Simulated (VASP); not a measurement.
Level of theory: PBEsol GGA, VASP's PBE PAW potentials (set 64) (plane waves; VASP).

Input for VASP

**POSCAR**
```
BeZn3Te4
1.0
  5.9499496170   0.0000000000   0.0000000000
  0.0000000000   5.9499496170   0.0000000000
  0.0000000000   0.0000000000   5.9499496170
Zn Te Be
3 4 1
Cart
  5.9499496170   5.9499496170   0.0000000000
  2.9749748085   2.9749748085   0.0000000000
  2.9749748085   0.0000000000   2.9749748085
  1.4199992499   1.5549755586   1.5549755586
  4.5299503671   4.3949740584   1.5549755586
  4.5299503671   1.5549755586   4.3949740584
  1.4199992499   4.3949740584   4.3949740584
  0.0000000000   2.9749748085   2.9749748085
```

KPOINTS:
```
k-points along high-symmetry lines
15
Line-mode
Reciprocal
  0.000000   0.000000   0.000000 ! GAMMA
  0.000000   0.500000   0.000000 ! X

  0.000000   0.500000   0.000000 ! X
  0.500000   0.500000   0.000000 ! M

  0.500000   0.500000   0.000000 ! M
  0.000000   0.000000   0.000000 ! GAMMA

  0.000000   0.000000   0.000000 ! GAMMA
  0.500000   0.500000   0.500000 ! R

  0.500000   0.500000   0.500000 ! R
  0.000000   0.500000   0.000000 ! X

  0.500000   0.500000   0.500000 ! R
  0.500000   0.500000   0.000000 ! M
```

### INCAR
```
SYSTEM = BeZn3Te4
PREC = Accurate
ENCUT = 400
EDIFF = 1E-7
NELM = 100
ALGO = Normal
LREAL = .FALSE.
LASPH = .TRUE.
ISMEAR = 0
SIGMA = 0.05
GGA = PS
LMAXMIX = 4
LWAVE = .FALSE.
LCHARG = .FALSE.
LORBIT = 11
ICHARG = 11
```

POTCAR, in this order: Zn Te Be (PBE.64 set). Program: vasp_std. Read from the step before: CHGCAR.

What VASP printed:

**OSZICAR**
```
       N       E                     dE             d eps       ncg     rms          rms(c)
DAV:   1     0.354275599535E+03    0.35428E+03   -0.23356E+04  6660   0.141E+03
DAV:   2     0.993529758640E+01   -0.34434E+03   -0.33346E+03  7131   0.325E+02
DAV:   3    -0.235027974959E+02   -0.33438E+02   -0.32740E+02  7658   0.104E+02
DAV:   4    -0.244668047360E+02   -0.96401E+00   -0.96065E+00  7799   0.166E+01
DAV:   5    -0.244931977307E+02   -0.26393E-01   -0.26386E-01  8565   0.246E+00
DAV:   6    -0.244935632459E+02   -0.36552E-03   -0.36550E-03  7890   0.295E-01
DAV:   7    -0.244935756951E+02   -0.12449E-04   -0.12449E-04  8807   0.502E-02
DAV:   8    -0.244935761556E+02   -0.46056E-06   -0.46048E-06  8017   0.937E-03
DAV:   9    -0.244935761793E+02   -0.23681E-07   -0.23531E-07  6660   0.199E-03
   1 F= -.24493576E+02 E0= -.24493576E+02  d E =-.933627E-11
```

### OUTCAR
```
 val. band max:        3.6756311506   @ k =   0.0000   0.0000   0.0000

 cond. band min:       5.4604359168   @ k =   0.0000   0.0000   0.0000



 k-point     1 :       0.0000    0.0000    0.0000
  band No.  band energies     occupation
      1      -8.3708      2.00000
      2      -6.9817      2.00000
      3      -6.9817      2.00000
      4      -6.9817      2.00000
      5      -3.2500      2.00000
      6      -3.2500      2.00000
      7      -3.2500      2.00000
      8      -3.2185      2.00000
      9      -3.1957      2.00000
     10      -3.1957      2.00000
     11      -3.1224      2.00000
     12      -3.1224      2.00000
     13      -3.1224      2.00000
     14      -3.0430      2.00000
     15      -3.0430      2.00000
     16      -3.0186      2.00000
     17      -2.9331      2.00000
     18      -2.9331      2.00000
     19      -2.9331      2.00000
     20      -1.4845      2.00000
     21      -1.4845      2.00000
     22      -1.3299      2.00000
     23       1.1839      2.00000
     24       1.1839      2.00000
     25       1.1839      2.00000
     26       1.4419      2.00000
     27       1.4419      2.00000
     28       1.4419      2.00000
     29       3.6756      2.00000
     30       3.6756      2.00000
     31       3.6756      2.00000
     32       5.4604      0.00000
     33       5.6076      0.00000
     34       5.6076      0.00000
     35       5.8407      0.00000
     36       5.8407      0.00000
     37       5.8407      0.00000

 k-point     2 :       0.0000    0.0357    0.0000
  band No.  band energies     occupation
      1      -8.3675      2.00000
      2      -6.9876      2.00000
      3      -6.9816      2.00000
      4      -6.9816      2.00000
      5      -3.2510      2.00000
      6      -3.2498      2.00000
      7      -3.2498      2.00000
      8      -3.2170      2.00000
      9      -3.1961      2.00000
     10      -3.1952      2.00000
     11      -3.1229      2.00000
     12      -3.1229      2.00000
...
```

The density is held fixed in this step, so its total energy and stress have no physical meaning. Unless said otherwise, spin-orbit coupling is left out, though it shifts the bands of the heavy elements here.

The structure was generated: BeZn3Te4 was put into an ordered model structure (P-43m), which need not be its known phase. It was relaxed first.
